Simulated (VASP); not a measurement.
**CsMgBiO3 under changes of volume**

One of the cells (23.336 Å³/atom); the others are scaled copies at fixed shape and fractional positions:

```
Bi Cs Mg O
1.0
     3.25191    1.87749    3.82216
    -3.25191    1.87749    3.82216
     0.00000   -3.75498    3.82216
Bi Cs Mg O
1 1 1 3
Direct
  0.56530 0.56530 0.56530
  0.91728 0.91728 0.91728
  0.30219 0.30219 0.30219
  0.98224 0.49139 0.49139
  0.49139 0.49139 0.98224
  0.49139 0.98224 0.49139
```

The cell comes from a database or a generator and needn't be the stable form of this composition.

```yaml
Program: VASP 6.6.1
Functional: PBE
Potentials_or_basis: VASP PAW PBE potentials, release 64 (Bi_d, Cs_sv, Mg, O)
Cutoff: 520 eV
k_mesh: 6 × 6 × 6
Occupations: fermi-dirac, width 0.05 eV
Spin: no spin polarisation
```

| volume (Å³/atom) | energy over the lowest point (meV/atom) | pressure (GPa) | gap on the mesh (eV) | largest force (eV/Å) |
| --- | --- | --- | --- | --- |
| 21.506 | 19.34 | 4.5 | 2.63 | 0.791 |
| 21.963 | 8.46 | 2.9 | 2.61 | 0.415 |
| 22.421 | 1.91 | 1.5 | 2.58 | 0.071 |
| 23.336 | 0.00 | -0.9 | 2.49 | 0.552 |
| 23.794 | 3.90 | -2.0 | 2.44 | 0.828 |
| 24.251 | ? | ? | ? | ? |

**Question.** What does the run at 24.251 Å³/atom give?

**Answer.** Energy over the lowest point 10.60 meV/atom; pressure -2.9 GPa; gap on the mesh 2.38 eV; largest force 1.083 eV/Å.

Worked out: A Birch-Murnaghan fit of order 3 (a polynomial in V^(-2/3)) to the other rows has its minimum at 23.00 Å³/atom with B0 = V·E''(V) = 59 GPa and B' = 4.5 at fixed shape and positions, which overstates the stiffness. It gives 10.56 meV/atom at 24.251 Å³/atom, against the run's 10.60, and -dE/dV = -2.8 GPa, against -2.9. A parabola through the other rows of the gap, of slope -3.43 eV per unit of ln V there, extrapolates to 2.38 eV, against the run's 2.38.

Energies are extrapolated to zero smearing.

Caveats: spin-orbit coupling is left out, which as a rule narrows the gap of such compounds by several tenths of an eV; forces of over 1 eV/Å show positions far from the minimum, so gaps and moduli don't describe the material at rest (some runs).

A mesh can miss the band edges.
